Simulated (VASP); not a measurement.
All values below come from revPBE GGA, VASP's PBE PAW potentials (set 64) (plane waves; VASP 6.6.1).

Input for VASP

### INCAR
```
ISIF = 2   # forces and stress, cell fixed
LASPH = .TRUE.   # aspherical one-centre terms
SYSTEM = KBr
GGA = RE
LCHARG = .TRUE.
ENCUT = 520
LORBIT = 11   # lm-projected
NEDOS = 601   # DOS grid
PREC = Accurate
LMAXMIX = 4   # l cut-off of mixed one-centre charges
NELM = 100
LWAVE = .FALSE.
LREAL = .FALSE.   # projection in real space or not
EDIFF = 1E-7
ALGO = Normal   # blocked Davidson
ISMEAR = -5
```

KPOINTS:
```
Regular mesh
0
Gamma
 8 8 8
0 0 0
```

### POSCAR
```
KBr
1
    0.0000000000     3.4465791079     3.4465791079
    3.4465791079     0.0000000000     3.4465791079
    3.4465791079     3.4465791079     0.0000000000
K Br
1 1
Direct
  0.0000000000   0.0000000000   0.0000000000
  0.5000000000   0.5000000000   0.5000000000
```

POTCAR, in this order: K_sv Br (PBE.64 set). Program: vasp_std.

What VASP printed:

OUTCAR:
```
 ion  position               nearest neighbor table
   1  0.000  0.000  0.000-
   2  0.500  0.500  0.500-
  LATTYP: Found a face centered cubic cell.
 ALAT       =     6.8931582158
 Subroutine PRICEL returns:
 Original cell was already a primitive cell.
 Subroutine GETGRP returns: Found 48 space group operations
The static configuration has the point symmetry O_h .
The dynamic configuration has the point symmetry O_h .
 Subroutine INISYM returns: Found 48 space group operations
 Subroutine IBZKPT returns following result:
 Found     29 irreducible k-points:

 Following reciprocal coordinates:
            Coordinates               Weight
  0.000000  0.000000  0.000000      1.000000
  0.125000  0.000000  0.000000      8.000000
  0.250000  0.000000  0.000000      8.000000
  0.375000  0.000000  0.000000      8.000000
  0.500000  0.000000  0.000000      4.000000
  0.125000  0.125000  0.000000      6.000000
  0.250000  0.125000  0.000000     24.000000
  0.375000  0.125000  0.000000     24.000000
  0.500000  0.125000  0.000000     24.000000
...
```

File OSZICAR:
```
       N       E                     dE             d eps       ncg     rms          rms(c)
DAV:   1     0.101848877583E+03    0.10185E+03   -0.68167E+03   696   0.115E+03
DAV:   2     0.807431742774E+00   -0.10104E+03   -0.95653E+02   860   0.259E+02
DAV:   3    -0.582822327942E+01   -0.66357E+01   -0.66091E+01   880   0.629E+01
DAV:   4    -0.610397633231E+01   -0.27575E+00   -0.27549E+00  1276   0.108E+01
DAV:   5    -0.610483141183E+01   -0.85508E-03   -0.85507E-03   888   0.663E-01    0.252E+00
DAV:   6    -0.590170651289E+01    0.20312E+00   -0.33472E-01   848   0.291E+00    0.176E+00
DAV:   7    -0.589676672827E+01    0.49398E-02   -0.17902E-01   872   0.248E+00    0.879E-01
DAV:   8    -0.591733387794E+01   -0.20567E-01   -0.28150E-02   820   0.138E+00    0.146E-01
DAV:   9    -0.591908465782E+01   -0.17508E-02   -0.19911E-03   908   0.316E-01    0.102E-01
DAV:  10    -0.592010694116E+01   -0.10223E-02   -0.15336E-03   780   0.293E-01    0.253E-02
DAV:  11    -0.592012556682E+01   -0.18626E-04   -0.55998E-05  1024   0.468E-02    0.918E-03
DAV:  12    -0.592013860399E+01   -0.13037E-04   -0.15951E-05   812   0.336E-02    0.664E-03
DAV:  13    -0.592014029329E+01   -0.16893E-05   -0.28658E-06   888   0.112E-02    0.135E-03
DAV:  14    -0.592014078732E+01   -0.49403E-06   -0.12633E-06   808   0.879E-03    0.527E-04
DAV:  15    -0.592014078613E+01    0.11951E-08   -0.13129E-08   688   0.101E-03
   1 F= -.59201408E+01 E0= -.59201408E+01  d E =0.000000E+00
```

File OUTCAR:
```
------------------------ aborting loop because EDIFF is reached ----------------------------------------
  FORCE on cell =-STRESS in cart. coord.  units (eV):
  Direction    XX          YY          ZZ          XY          YZ          ZX
  --------------------------------------------------------------------------------------
  Total        0.0058070      0.0058070      0.0058070     -0.0000000     -0.0000000      0.0000000
  in kB        0.1136227      0.1136227      0.1136227     -0.0000000     -0.0000000      0.0000000
  external PRESSURE =       0.1136227 kB  Pullay stress =       0.0000000 kB
  volume of cell :       81.88
      direct lattice vectors                 reciprocal lattice vectors
     0.000000000  3.446579108  3.446579108    -0.145071384  0.145071384  0.145071384
     3.446579108  0.000000000  3.446579108     0.145071384 -0.145071384  0.145071384
     3.446579108  3.446579108  0.000000000     0.145071384  0.145071384 -0.145071384
  FREE ENERGIE OF THE ION-ELECTRON SYSTEM (eV)
  ---------------------------------------------------
  free  energy   TOTEN  =        -5.9201407861 eV

  energy  without entropy=       -5.9201407861  energy(sigma->0) =       -5.92014079

 total charge

# of ion       s       p       d       tot
------------------------------------------
    1        1.956   5.606   0.017   7.578
    2        1.600   3.305   0.000   4.905
--------------------------------------------------
tot          3.555   8.911   0.017  12.484
```
(Selected blocks of OUTCAR.)

The compound is KBr in the rock salt structure. It was relaxed first, which changed the volume by +14 %.
